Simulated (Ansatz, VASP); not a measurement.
## Ta2MoCSeSF2 (2H-MoSSe under Ta2CF2 MXene, AC) in two plane-wave programs

Wanted: the spread between two codes on one cell, functional and k mesh. The structure shown is the start of the Ansatz relaxation below; VASP solves that cell, so the two are compared at the walk's first step.

Program: Ansatz 0.2.0. Level of theory: plane waves, with VASP 6.6.1 beside it; single point at PBE with D3(BJ). Results are calculated unless marked as measured.

**1. Set-up**

The cell holds 8 atoms: 1 Se, 1 Mo, 1 S, 2 F, 2 Ta and 1 C. Its edges and angles: a = 3.238 Å, b = 3.238 Å, c = 52.429 Å, α = 90.0°, β = 90.0°, γ = 120.0°. Vacuum lies along c.

Structure file:

```cif
data_structure
_symmetry_space_group_name_H-M 'P 1'
_symmetry_Int_Tables_number 1
_cell_length_a 3.2380
_cell_length_b 3.2380
_cell_length_c 52.4288
_cell_angle_alpha 90.000
_cell_angle_beta 90.000
_cell_angle_gamma 120.000
_cell_volume 476.06
loop_
_atom_site_label
_atom_site_type_symbol
_atom_site_fract_x
_atom_site_fract_y
_atom_site_fract_z
_atom_site_occupancy
Se1 Se 0.33333 0.66667 0.39768 1
Mo2 Mo 0.00000 0.00000 0.43217 1
S3 S 0.33333 0.66667 0.46240 1
F4 F 0.00000 0.00000 0.51676 1
F5 F 0.33333 0.66667 0.60232 1
Ta6 Ta 0.33333 0.66667 0.53526 1
Ta7 Ta 0.00000 0.00000 0.58382 1
C8 C 0.66667 0.33333 0.55954 1
```

**2. Ansatz: relaxation, PBE with D3(BJ)**

Ansatz runs on its default PAW (the set named soft_2) files.

The two programs are compared at the cell with which this relaxation starts, whose forces are those of its first step.

input.yaml

```yaml
crystal:
  lattice:
    - [3.23804, 0.0, 0.0]
    - [-1.61902, 2.8042248985, 0.0]
    - [0.0, 0.0, 52.4288214091]
  atoms:
    - { symbol: Se, position: [0.3333333333, 0.6666666667, 0.3976820275] }
    - { symbol: Mo, position: [0.0, 0.0, 0.4321749918] }
    - { symbol: S, position: [0.3333333333, 0.6666666667, 0.4623997016] }
    - { symbol: F, position: [0.0, 0.0, 0.5167591155] }
    - { symbol: Ta, position: [0.3333333333, 0.6666666667, 0.5352594322] }
    - { symbol: C, position: [0.6666666667, 0.3333333333, 0.559538544] }
    - { symbol: Ta, position: [0.0, 0.0, 0.5838176558] }
    - { symbol: F, position: [0.3333333333, 0.6666666667, 0.6023179725] }
  periodic: [true, true, false]
kpoints:
  mp_grid: { grid: [12, 12, 1] }
hamiltonian:
  xc: pbe
  dispersion: d3bj
scf:
  occupations: { method: fermi_dirac, width: 0.05 }
  convergence: { dr2_threshold: 1.0e-09 }
relax:
  f_tol: 0.004
  max_steps: 90
  cell: {}
output:
  write_potential: true
  write_density: true
  volumetric_format: npy
```

Command:

```bash
$ ansatz run input.yaml --threads 4 --pin off --max-ram 12288MiB --backend cpu --events-out ev --progress --plain --runs-dir out
```

Numbers of over 12 decimals in the logs are rounded to 6 here.

The program printed:

```text
Warning: relax.cell: scf.convergence.dr2_threshold = 1e-9 eV is looser than the 1.86183318599e-10 eV advised for a relaxation that steers and ends on the stress (1e-10 eV for each atom of the cell: 8, times the square of relax.cell.stress_2d_tol = 0.05 N/m over 20.7 Å (the atoms' height at the walk's start and 5 Å past either face), 2.412e-2 GPa, over a crystal's default 0.05). What an SCF threshold leaves in a stress goes as its square root, and in the free energy as the threshold itself, and one threshold admits the most on a small cell: [figures from the program's tests cut] Set scf.convergence.dr2_threshold to 1.86183318599e-10 eV or tighter. [rest of the remark cut]
Engine: ansatz 0.2.0, aarch64-unknown-linux-gnu
Pseudopotentials: kind: paw
Pseudopotential: Se, paw, valence charge 16, recommended cutoff 420 eV (normal), Se.paw.azcp
Pseudopotential: Mo, paw, valence charge 14, recommended cutoff 420 eV (normal), Mo.paw.azcp
Pseudopotential: S, paw, valence charge 6, recommended cutoff 420 eV (normal), S.paw.azcp
Pseudopotential: F, paw, valence charge 7, recommended cutoff 420 eV (normal), F.paw.azcp
Pseudopotential: Ta, paw, valence charge 13, recommended cutoff 420 eV (normal), Ta.paw.azcp
Pseudopotential: C, paw, valence charge 4, recommended cutoff 420 eV (normal), C.paw.azcp
Functional definition: PBE
  parameter kappa = 0.804
  parameter beta = 0.066725
  exchange = pbe_x(kappa = kappa, mu = beta*pi^2/3)
  correlation = pbe_c(beta = beta)
Crystal: 8 atoms, lattice volume = 476.064 Å³
Basis set: ecut = 420 eV, 9487 PW (Γ), exchange–correlation on 48×48×720 points (8 copies of the dense FFT grid, shifted against one another)
Bands: 48, of which v1, the nominal top of the filled ones, is band 40 counted from 1 (39 counted from 0)
Symmetry: 6 space group operations
Space group: P3m1 (ITA 156), of the structure as read, at distance tolerance 7.8e-5 Å
k-points: 19 of 144 (time reversal used)
Non-local potential: Se, projectors of the file, l = 0: 2, l = 1: 2, l = 2: 3, l = 3: 1
Non-local potential: Mo, projectors of the file, l = 0: 3, l = 1: 2, l = 2: 2, l = 3: 1
Non-local potential: S, projectors of the file, l = 0: 2, l = 1: 2, l = 2: 2
Non-local potential: F, projectors of the file, l = 0: 2, l = 1: 2, l = 2: 1
Non-local potential: Ta, projectors of the file, l = 0: 3, l = 1: 2, l = 2: 2, l = 3: 1
Non-local potential: C, projectors of the file, l = 0: 2, l = 1: 2, l = 2: 1
PAW form: soft (Blöchl's): semilocal exchange-correlation on the pseudo side does not see the compensation charge
PAW one-centre angular grid: Se, 590 points (default); XC on 64 Gauss nodes
PAW one-centre angular grid: Mo, 590 points (default); XC on 64 Gauss nodes
PAW one-centre angular grid: S, 110 points (default); XC on 64 Gauss nodes
PAW one-centre angular grid: F, 110 points (default); XC on 64 Gauss nodes
PAW one-centre angular grid: Ta, 590 points (default); XC on 64 Gauss nodes
PAW one-centre angular grid: C, 110 points (default); XC on 64 Gauss nodes
Initial density: superposition of atomic densities (neutral atoms: chi_scale 0, normalization atom), corrected by the library's trained network
Initial wavefunctions: pseudopotential atomic-orbital guess
Functional: x = pbe(κ = 0.804, μ = 0.219515), c = pbe(β = 0.066725)
SCF iter   1: F=—  HF=-33063.681724 eV  |F-HF|=—  |Δ(HF+E_count)|=         —  Δρ=4.10e-3  dr2=9.90e-1  ethr=1.77e-3  ⟨swp⟩=14.9  Hψ=5735  notcnv=0
preconditioner: auto → LDOS  [metal: Δε(μ)=0.055 eV  Ē_g=8.153 eV  σ=0.050 eV  W_gap=0.25  n_scr=32 (ndim 8)  ℏωp=11.0 eV  f_vac=0.732  D(μ)=4.61/eV (n_scr^D=22)  β→1.0]
SCF iter   2: F=—  HF=-33063.631739 eV  |F-HF|=—  |Δ(HF+E_count)|=   5.00e-2  Δρ=2.29e-3  dr2=1.25e-1  ethr=1.24e-3  ⟨swp⟩=3.9  Hψ=1754  notcnv=0
SCF iter   3: F=—  HF=-33063.631198 eV  |F-HF|=—  |Δ(HF+E_count)|=   5.41e-4  Δρ=1.07e-3  dr2=2.06e-2  ethr=1.56e-4  ⟨swp⟩=3.8  Hψ=1940  notcnv=0  defer=1
SCF iter   4: F=—  HF=-33063.629594 eV  |F-HF|=—  |Δ(HF+E_count)|=   1.60e-3  Δρ=3.66e-4  dr2=2.73e-3  ethr=2.57e-5  ⟨swp⟩=3.1  Hψ=1869  notcnv=0
SCF iter   5: F=—  HF=-33063.629685 eV  |F-HF|=—  |Δ(HF+E_count)|=   9.11e-5  Δρ=1.71e-4  dr2=5.95e-4  ethr=3.42e-6  ⟨swp⟩=2.9  Hψ=1611  notcnv=0
SCF iter   6: F=—  HF=-33063.629759 eV  |F-HF|=—  |Δ(HF+E_count)|=   7.45e-5  Δρ=7.06e-5  dr2=2.55e-4  ethr=7.44e-7  ⟨swp⟩=2.8  Hψ=1477  notcnv=0
[...]
SCF iter   1: F=—  HF=-33066.241494 eV  |F-HF|=—  |Δ(HF+E_count)|=         —  Δρ=2.46e-6  dr2=8.47e-9  ethr=9.02e-8  ⟨swp⟩=7.3  Hψ=10476  notcnv=0
eigensolver tolerance schedule: the retry pair's looser diagonalisation over-reported the residual by 8518.45 of it (diagonalisation noise at 0.33 of the residual, at the tolerance the schedule requests for it); recorded, not acted on — ethr = c·dr2/N_el stays at c = 1.0e-1
SCF iter   2: F=—  HF=-33066.241260 eV  |F-HF|=—  |Δ(HF+E_count)|=   2.34e-4  Δρ=2.69e-6  dr2=3.01e-8  ethr=1.06e-11  ⟨swp⟩=7.2  Hψ=4209  notcnv=0
SCF iter   3: F=—  HF=-33066.241260 eV  |F-HF|=—  |Δ(HF+E_count)|=   6.72e-9  Δρ=6.16e-7  dr2=1.32e-9  ethr=1.06e-11  ⟨swp⟩=3.5  Hψ=2019  notcnv=0
SCF iter   4: F=—  HF=-33066.241260 eV  |F-HF|=—  |Δ(HF+E_count)|=  7.71e-10  Δρ=3.35e-7  dr2=1.68e-9  ethr=1.25e-12  ⟨swp⟩=18.7  Hψ=8586  notcnv=0
SCF iter   5: F=-33066.241260 eV  HF=-33066.241260 eV  |F-HF|=8.80e-10  |Δ(HF+E_count)|=  8.73e-11  Δρ=8.27e-8  dr2=5.48e-11  ethr=1.25e-12  ⟨swp⟩=9.2  Hψ=6719  notcnv=0
SCF 11 converged in 5 iterations: F = -33066.241260 eV  dr2 = 5.48e-11
relax step  11: F+E_penalty+E_count = -33066.24125995 eV  Δ(F+E_penalty+E_count) = +1.210e-4 eV  max|allowed force component| = 1.662e-3 eV/Å  Δτ_max = 0.0000 Å  P = -0.002 N/m  Ω = 464.702 Å³  fix = [c, alpha, beta]  reactions: c -0.000 N/m  stress off target by 2.23e-3 N/m on what of the cell is left free  SCF on the basis re-selected at this cell (its energy is not comparable with the rows above)  (5 SCF iters)
basis re-selected at this cell: Δ(F+E_penalty+E_count) = +1.210e-4 eV, ΔP = -0.002 N/m vs the last step (what re-selecting the basis moved, of the pressure what is left beyond the Pulay correction that the steps carried, after the strain that the cell walked since its last selection, with what the two solves' SCF thresholds leave and, on support functions, any second-order correction that the steps lacked; it is no m [...]
WARN: The output density's exchange-correlation potential varies sharply where the density is thin. Do not read a vacuum level from v_tot or v_xc, or from such a field of the output density. On a cell that repeats whose density bears no net charge and no dipole along the vacuum's axis use v_es (v_loc + v_h of the components); under efield.dipole_correction with no amplitude use v_es + v_field, which holds any externa [...]
SCF converged after 5 iterations
Free energy (F): -33066.241260 eV
Harris-Foulkes:  -33066.241260 eV  (|F-HF|=8.80e-10)
Internal energy: -33066.228830 eV  (E = F + TS)
E sigma→0 (E₀):  -33066.235045 eV
Entropy (-TS):   -0.012430 eV (-1.554 meV/atom)
Fermi energy:    -3.718939 eV
--- Per-component energies (eV) ---
  E_band       = -2224.345015
  E_kinetic    = 1908.531870
  E_local      = -573085.856096  (includes V_loc(G=0)·N_el)
  E_nonlocal   = -220.660366
  E_hartree    = 285279.989535
  E_xc         = -1032.453833
  E_vxc        = -1090.983093  (∫ρ·V_xc dr)
  E_paw        = -23006.812947  (= ΣΔE_a)
  E_vpaw       = -295.358786  (= ΣTr[D̂ρ^β])
  E_aug_tail   = 0.003898  (compensation charges beyond the density's cutoff)
  E_ewald      = 277093.389117
  E_disp       = -2.360007  (pairwise vdW)
  E_smearing   = -0.012430  (= −TS)
  E_closure    = -0.000000  (closes the sum)
  Σ components = -33066.241260   (vs F -33066.241260, Δ=0.00e0)
--- Forces (eV/Å), atoms counted from 1 ---
  atom   1  Se     0.00000000    -0.00000000    -0.00061323
  atom   2  Mo    -0.00000000     0.00000000     0.00069218
  atom   3  S      0.00000000    -0.00000000    -0.00027115
  atom   4  F      0.00000000     0.00000000    -0.00110100
  atom   5  Ta     0.00000000    -0.00000000    -0.00033333
  atom   6  C      0.00000000    -0.00000000     0.00016124
  atom   7  Ta     0.00000000     0.00000000    -0.00019746
  atom   8  F     -0.00000000    -0.00000000     0.00166215
  max |Σ_I F_I| component: 6.04e-7 eV/Å
--- 2D stress c σ (N/m, compression-positive) ---
       -0.002229       0.000000      -0.000000
        0.000000      -0.002229      -0.000000
       -0.000000      -0.000000      -0.000000
  P = ½ c Tr σ = -0.0022 N/m
--- Band table (eV; the first three rows and the last of 19) ---
  k-point 0: bands = [... 36 lower, -6.4234, -5.5106, -5.5106, -5.4903, -4.2553, -3.0732, -2.4225, -2.4225, ... 4 higher]
  k-point 1: bands = [... 36 lower, -6.3953, -5.7399, -5.5070, -5.3491, -4.2267, -2.7865, -2.6148, -2.5874, ... 4 higher]
  k-point 2: bands = [... 36 lower, -6.5029, -6.2341, -5.6849, -4.8927, -4.1597, -3.2175, -2.9366, -2.7046, ... 4 higher]
  k-point 18: bands = [... 36 lower, -7.5636, -5.3292, -4.8981, -4.4284, -4.3762, -3.5940, -2.5740, -1.9661, ... 4 higher]
  the weakly bound empty levels are not read free of the cell's end (no_gap_told)
--- Relaxed structure (9 steps of the walk, 9 accepted, 2 SCFs on fresh bases) ---
  F+E_penalty+E_count = -33066.24125995 eV   max|allowed force component| = 1.662e-3 eV/Å   (the final SCF, on the basis selected at the relaxed cell)
  cell:  # Å, volume = 464.7017 Å³
    - [3.199166, 0, 0]
    - [-1.599583, 2.770559, 0]
    - [0, 0, 52.4288214091]
  atoms:
    - { symbol: Se, position: [0.333333, 0.666667, 0.399834] }
    - { symbol: Mo, position: [-8.219367372571777e-17, 1.763635533802044e-17, 0.432623] }
    - { symbol: S, position: [0.333333, 0.666667, 0.461882] }
    - { symbol: F, position: [-9.416265547583095e-17, 1.7636355338020475e-17, 0.512213] }
    - { symbol: Ta, position: [0.333333, 0.666667, 0.538218] }
    - { symbol: C, position: [0.666667, 0.333333, 0.559026] }
    - { symbol: Ta, position: [-9.310280400455971e-17, 1.7636355338020505e-17, 0.579714] }
    - { symbol: F, position: [0.333333, 0.666667, 0.606440] }
```

The column dr2 measures how far the density is from self-consistency, as an energy; F and HF (Harris–Foulkes) agree once it is small.

(Part 1 of 2 ends here.)

[Lines on the potential files, build, host, timing and source positions are cut from VASP's logs without a mark.]

[Logs are printed without paths, hosts, clocks, repeated set-up lines and the standing remarks that a program may print on its own settings, such as how far it seeks lower states.]

[Hosts, paths, dates, database ids (printed as entryN), source tags and the programs' standing remarks are cut or masked in the printed files.]
